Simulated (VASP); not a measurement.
An input for Ansatz (written as the equivalent of a VASP run, and not itself run):

Ansatz 0.2 input:
```yaml
crystal:
  lattice:
    - [4.2331524, 0.0000000, 0.0000000]
    - [0.0000000, 4.2331524, 0.0000000]
    - [0.0000000, 0.0000000, 4.2331524]
  atoms:
    - { symbol: K, position: [0.0000000, 0.0000000, 0.0000000] }
kpoints:
  mp_grid: { grid: [10, 10, 10] }
hamiltonian:
  xc: pbesol
  pseudopotentials: { kind: paw }
scf:
  occupations: { method: tetrahedron }
  max_iter: 100
output: { forces: true, stress: true, eigenvalues: true }
```

Question: Write the VASP files for the same calculation (PBEsol).

Answer: One answer among several that fit: 
**INCAR**
```
EDIFF  =  1E-7   ! SCF stop (eV)
ISIF  =  2
PREC  =  Accurate
LREAL  =  .FALSE.   ! projection in real space or not
SYSTEM  =  K
ALGO  =  Normal
LORBIT  =  11   ! lm-projected
LCHARG  =  .TRUE.
ISMEAR  =  -5
ENCUT  =  400   ! plane-wave cut-off (eV)
LWAVE  =  .FALSE.
LASPH  =  .TRUE.   ! aspherical one-centre terms
NELM  =  100   ! most electronic steps
GGA  =  PS   ! PBEsol
NEDOS  =  601
```

File KPOINTS:
```
Automatic mesh
0
Gamma
10 10 10
0 0 0
```

File POSCAR:
```
K
1
    4.2331524212     0.0000000000     0.0000000000
    0.0000000000     4.2331524212     0.0000000000
    0.0000000000     0.0000000000     4.2331524212
K
1
Direct
  0.0000000000   0.0000000000   0.0000000000
```

POTCAR, in this order: K_sv (PBE.64 set). Program: vasp_std.

What does not carry over: each code has its own PAW files, so the cut-off isn't converted (ENCUT is set for VASP's; basis.ecutwfc is left out, and Ansatz then takes the one that its files recommend); Ansatz stops its SCF on the density residual and VASP on the energy change (EDIFF).

The structure was generated: K was put into the simple-cubic type (Pm-3m), which need not be its known phase. It was relaxed first, which changed the volume by -5 %.
